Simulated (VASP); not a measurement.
Here is the system:

```yaml
crystal:
  lattice:
    - [3.92877, 0.00000, 0.00000]
    - [-1.96438, 3.40241, 0.00000]
    - [0.00000, 0.00000, 3.69219]
  atoms:
    - { symbol: Cu, position: [0.00000, 0.00000, 0.00000] }
    - { symbol: I, position: [0.66667, 0.33333, 0.50000] }
```

All values below come from r2SCAN meta-GGA, VASP's PBE PAW potentials (set 64) (plane waves; VASP 6.6.1). Settings: 400 eV cut-off, 9×9×8 Γ-centred mesh, tetrahedra with Blöchl corrections, potentials Cu I.

Task: The job: CuI (relaxed from the WC structure, space group P-6m2), 2 atoms, r2SCAN, static run, 400 eV, 9×9×8 Γ-centred mesh. Roughly how much core time does it take on a busy server core?

Result: About 6 core-minutes (one run on a shared machine, a rough figure). It had 60 irreducible k-points, 13 bands, up to 914 plane waves and 25 electronic steps.

The structure was generated: CuI was put into the WC type (P-6m2), which need not be its known phase. It was relaxed first, which changed the volume by +9 %.
